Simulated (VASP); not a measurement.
An input for Quantum ESPRESSO's pw.x (written as the equivalent of a VASP run, and not itself run):

```
&CONTROL
  calculation = 'vc-relax'
  pseudo_dir = './pseudo'
  outdir = './out'
  tprnfor = .true.
  tstress = .true.
  nstep = 30
  forc_conv_thr = 0.00039
/
&SYSTEM
  ibrav = 0
  nat = 4
  ntyp = 3
  ecutwfc = 96
  occupations = 'smearing'
  smearing = 'gaussian'
  degauss = 0.003675
  input_dft = 'vdw-df-cx'
  nspin = 2
  starting_magnetization(1) = 0.41
  starting_magnetization(2) = -0.41
/
&ELECTRONS
  conv_thr = 7.3e-09
  electron_maxstep = 100
/
&IONS
/
&CELL
  cell_dofree = 'shape'
/
ATOMIC_SPECIES
  Mn1 54.938 Mn.upf
  Mn2 54.938 Mn.upf
  S 32.060 S.upf
CELL_PARAMETERS angstrom
     4.9999326    2.4900481    2.4900481
     2.4900481    4.9999326    2.4900481
     2.4900481    2.4900481    4.9999326
ATOMIC_POSITIONS crystal
  Mn1  0.0000000  0.0000000  0.0000000
  Mn2  0.5000000  0.5000000  0.5000000
  S    0.2500000  0.2500000  0.2500000
  S    0.7500000  0.7500000  0.7500000
K_POINTS automatic
  7 7 7 0 0 0
```

Problem. Write the VASP files for the same calculation (vdW-DF-cx).

Solution. One answer among several that fit: 
**KPOINTS**
```
kpoints
0
Gamma
  7 7 7
```

### POSCAR
```
MnS
1
    4.9999326113     2.4900480815     2.4900480815
    2.4900480815     4.9999326113     2.4900480815
    2.4900480815     2.4900480815     4.9999326113
Mn S
2 2
Direct
  0.0000000000   0.0000000000   0.0000000000
  0.5000000000   0.5000000000   0.5000000000
  0.2500000000   0.2500000000   0.2500000000
  0.7500000000   0.7500000000   0.7500000000
```

### INCAR
```
! general
SYSTEM   = MnS
PREC     = Accurate
ENCUT    = 520
LREAL    = .False.   ! projection in real space or not
LASPH    = .True.   ! aspherical one-centre terms

! electronic loop
EDIFF    = 1E-7   ! SCF stop (eV)
NELM     = 100   ! most electronic steps
ALGO     = Normal   ! blocked Davidson
LMAXMIX  = 4   ! l cut-off of mixed one-centre charges

! smearing
ISMEAR   = 0
SIGMA    = 0.05

! functional
GGA      = CX
LUSE_VDW = .True.
AGGAC    = 0.0

! spin
ISPIN    = 2   ! spin-polarised
MAGMOM   = 4.1 -4.1 2*0.0

! ions
IBRION   = 2   ! conjugate gradients
NSW      = 30   ! most ionic steps
ISIF     = 4   ! ions and shape, fixed volume
EDIFFG   = -0.01   ! ionic stop

! output
LWAVE    = .False.
LCHARG   = .False.
LORBIT   = 10
```

POTCAR, in this order: Mn_pv S (PBE.64 set). Program: vasp_std.

What does not carry over: the potentials are each code's own (VASP's PAW set, PseudoDojo norm-conserving files in pw.x), so ENCUT and ecutwfc are chosen apart and not converted; conv_thr bounds pw.x's estimated SCF error, while EDIFF bounds the energy change between steps; starting_magnetization is a fraction of the valence charge and MAGMOM a moment in μB, so they match only roughly; forc_conv_thr acts on force components and is met together with etot_conv_thr.

The compound is MnS in the rock salt, AFM-II order structure. This cell is one point of a volume scan, at 0.97 of the reference volume. Symmetry was kept, so distortions that lower it aren't found.
